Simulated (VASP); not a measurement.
Input:

```xyz
2
Lattice="0.0000 2.6820 2.6820 2.6820 0.0000 2.6820 2.6820 2.6820 0.0000" Properties=species:S:1:pos:R:3 pbc="T T T"
Mg     0.0000     0.0000     0.0000
S      2.6820     2.6820     2.6820
```

The numbers are results of revPBE GGA, VASP's PBE PAW potentials (set 64) (plane waves; VASP), not measurements. Numerical set-up: 520 eV cut-off, 9×9×9 Γ-centred mesh, Gaussian smearing of 0.050 eV, potentials Mg S.

Task: Give the stress tensor in GPa (positive for a compressed cell).

Result: 
```
-3.66   0.00   0.00
 0.00  -3.66   0.00
 0.00   0.00  -3.66
```
The pressure is its mean diagonal, -3.66 GPa.

The compound is MgS in the rock salt structure. This cell is one point of a volume scan, at 1.06 of the reference volume.
